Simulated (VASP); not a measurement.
Method: PBE GGA with spin-orbit coupling, VASP's PBE PAW potentials (set 64) (plane waves; VASP).

Input for VASP

### KPOINTS
```
Automatic mesh
0
G
6 6 6
0 0 0
```

**INCAR**
```
SYSTEM=PbS
PREC=Accurate; ENCUT=400; LREAL=.FALSE.
LASPH=.TRUE.
EDIFF=1E-6; NELM=100; ALGO=Normal
LMAXMIX=4
ISMEAR=0; SIGMA=0.05
GGA=PE; GGA_COMPAT=.FALSE.
MAGMOM=0 0 0 0 0 0
LSORBIT=.TRUE.
ISIF=2
LWAVE=.FALSE.; LCHARG=.FALSE.
```

File POSCAR:
```
PbS
1
    0.0000000000     2.9700000000     2.9700000000
    2.9700000000     0.0000000000     2.9700000000
    2.9700000000     2.9700000000     0.0000000000
Pb S
1 1
Direct
  0.0000000000   0.0000000000   0.0000000000
  0.5000000000   0.5000000000   0.5000000000
```

POTCAR, in this order: Pb_d S (PBE.64 set). Program: vasp_ncl.

Task: What does the run give for the energy per atom (σ→0), pressure, band gap (on the k-mesh)?

Result: 
| Quantity | Result |
|---|---|
| energy per atom (σ→0) | -4568 meV/atom |
| band gap (on the k-mesh) | 0.03 eV |
| pressure | 1.53 GPa |

OSZICAR:
```
...
DAV:   8    -0.914252496305E+01   -0.80437E-02   -0.45486E-02  1200   0.264E+00    0.965E-01
DAV:   9    -0.913746947867E+01    0.50555E-02   -0.10259E-02  1220   0.117E+00    0.335E-01
DAV:  10    -0.913728827263E+01    0.18121E-03   -0.32364E-03  1192   0.485E-01    0.672E-02
DAV:  11    -0.913742064566E+01   -0.13237E-03   -0.47129E-04   948   0.149E-01    0.345E-02
DAV:  12    -0.913742514538E+01   -0.44997E-05   -0.65165E-05  1152   0.731E-02    0.110E-02
DAV:  13    -0.913742147793E+01    0.36674E-05   -0.89313E-06  1144   0.356E-02    0.493E-03
DAV:  14    -0.913742108836E+01    0.38956E-06   -0.26973E-06   976   0.159E-02
   1 F= -.91374211E+01 E0= -.91369559E+01  d E =-.930457E-03  mag=    -0.0000     0.0000    -0.0000
```

The compound is PbS in the rock salt structure. The cell was not relaxed at this level.
